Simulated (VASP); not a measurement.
The system is TePb2Se.

```
Pb Te Se
1.0
     0.00000   -3.18086   -3.18086
    -3.18086    0.00000   -3.18086
     3.18086    3.18086   -6.36172
Pb Te Se
2 1 1
Direct
  0.50000 0.50000 0.50000
  0.00000 0.00000 0.00000
  0.75000 0.75000 0.75000
  0.25000 0.25000 0.25000
```

The cell comes from a database or a generator and needn't be the stable form of this composition.

```yaml
Program: VASP 6.6.1
Task: relaxation of cell and atoms
Functional: r2SCAN
Dispersion: rVV10
Potentials_or_basis: VASP PAW PBE potentials, release 64 (Pb_d, Te, Se)
Cutoff: 600 eV
k_mesh: 9 × 9 × 9
Occupations: gaussian, width 0.02 eV
Spin: no spin polarisation
```

At the start: pressure -0.6 GPa; volume 32.18 Å³/atom.

Problem. How do energy, volume and symmetry change on relaxing?

Solution. Over 5 steps the energy falls by 26.1 meV/atom and the volume is 31.57 Å³/atom (-1.9 %); space group R-3m (No. 166, to 0.05 Å).

The path:
| step | energy change (eV) | largest force (eV/Å) | pressure (GPa) | volume (Å³) |
| --- | --- | --- | --- | --- |
| 1 | 0.0000 | 0.8181 | -0.57 | 128.73 |
| 2 | -0.0584 | 0.5712 | 0.05 | 126.63 |
| 3 | -0.0909 | 0.1779 | 1.15 | 123.59 |
| 4 | -0.1015 | 0.0827 | -0.48 | 127.58 |
| 5 | -0.1044 | 0.0030 | 0.01 | 126.29 |

Final structure:
```
Pb Te Se
1.0
     0.00000   -3.16250   -3.16250
    -3.16250    0.00000   -3.16250
     3.15491    3.15491   -6.31740
Pb Te Se
2 1 1
Direct
  0.50549 0.50549 0.48354
  0.99451 0.99451 0.01646
  0.75000 0.75000 0.75000
  0.25000 0.25000 0.25000
```

Caveat: the PAW data sets were made with another functional, which shifts forces and pressure a little.
